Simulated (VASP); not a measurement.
```
ZrB2
1.0
    1.59597    -2.76431     0.00000
    1.59597     2.76431     0.00000
    0.00000     0.00000     3.55230
Zr B
1 2
Direct
  0.00000   0.00000   0.00000
  0.33333   0.66667   0.50000
  0.66667   0.33333   0.50000
```

The numbers are results of revTPSS meta-GGA, VASP's PBE PAW potentials (set 64) (plane waves; VASP), not measurements. Numerical set-up: 520 eV cut-off, 11×11×9 Γ-centred mesh, first-order Methfessel-Paxton smearing of 0.10 eV, potentials Zr_sv B.

Estimate the energy per atom (σ→0), pressure, band gap (on the k-mesh) with the smallest direct gap where there is one.

| Item | Value |
|---|---|
| band gap (on the k-mesh) | none (metal, semimetal or under 0.01 eV) |
| energy per atom (σ→0) | -5.566 eV/atom |
| pressure | -6.98 GPa |

Total energies compare only between runs with the same potentials, cut-off and functional.

The compound is ZrB2 in the AlB2 type structure. This cell is one point of a volume scan, at 1.03 of the reference volume.
